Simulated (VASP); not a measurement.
```yaml
crystal:
  lattice:
    - [-1.90353, 3.82067, 5.08077]
    - [1.90353, -3.82067, 5.08077]
    - [1.90353, 3.82067, -5.08077]
  atoms:
    - { symbol: Rb, position: [0.69423, 0.19423, 0.50000] }
    - { symbol: Rb, position: [0.30577, 0.80577, 0.50000] }
    - { symbol: Pd, position: [0.00000, 0.00000, 0.00000] }
    - { symbol: Se, position: [0.21325, 0.50000, 0.71325] }
    - { symbol: Se, position: [0.78675, 0.50000, 0.28675] }
```

Method: r2SCAN meta-GGA, VASP's PBE PAW potentials (set 64) (plane waves; VASP). Settings: 400 eV cut-off, 6×6×6 Γ-centred mesh, Gaussian smearing of 0.050 eV, potentials Rb_sv Pd Se.

Predict the energy per atom (σ→0).

The energy per atom (σ→0) is -16.929 eV/atom.

The structure comes from a computed database's Rb2PdSe2 entry (Immm); how it stands against other phases isn't given here. It was relaxed first. The start is the result of an earlier pass.
